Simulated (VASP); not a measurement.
OSZICAR of a VASP run on GaP (zinc blende):

### OSZICAR
```
       N       E                     dE             d eps       ncg     rms          rms(c)
DAV:   1     0.772993029134E+02    0.77299E+02   -0.93644E+03   424   0.190E+03
DAV:   2    -0.338645082417E+01   -0.80686E+02   -0.78026E+02   451   0.324E+02
DAV:   3    -0.924796684236E+01   -0.58615E+01   -0.58327E+01   516   0.751E+01
DAV:   4    -0.935808513899E+01   -0.11012E+00   -0.11004E+00   485   0.111E+01
DAV:   5    -0.936109073768E+01   -0.30056E-02   -0.30053E-02   506   0.157E+00    0.399E+00
DAV:   6    -0.912582103920E+01    0.23527E+00   -0.46698E-01   633   0.121E+01    0.260E+00
DAV:   7    -0.910322093037E+01    0.22600E-01   -0.10420E-01   522   0.231E+00    0.107E+00
DAV:   8    -0.910354252152E+01   -0.32159E-03   -0.13825E-02   489   0.172E+00    0.136E-01
DAV:   9    -0.910395059694E+01   -0.40808E-03   -0.15876E-03   546   0.694E-01    0.959E-02
DAV:  10    -0.910402387724E+01   -0.73280E-04   -0.12413E-04   568   0.116E-01    0.493E-02
DAV:  11    -0.910410537108E+01   -0.81494E-04   -0.12607E-04   456   0.117E-01    0.694E-03
DAV:  12    -0.910410455285E+01    0.81822E-06   -0.46871E-06   516   0.344E-02
   1 F= -.91041046E+01 E0= -.91041046E+01  d E =-.159542E-13
```

Task: Which electronic solver shows in the log?

Result: It is blocked Davidson (ALGO = Normal, or the opening steps of other solvers). The INCAR had ALGO = Normal.

Task: Can the final energy be trusted as converged?

Result: The calculation finished and met its thresholds. It stopped with EDIFF = 1E-6, NELM = 100 (PBE GGA, plane waves, VASP's PBE PAW potentials (set 64)).

The compound is GaP in the zinc blende structure. The cell was not relaxed at this level.
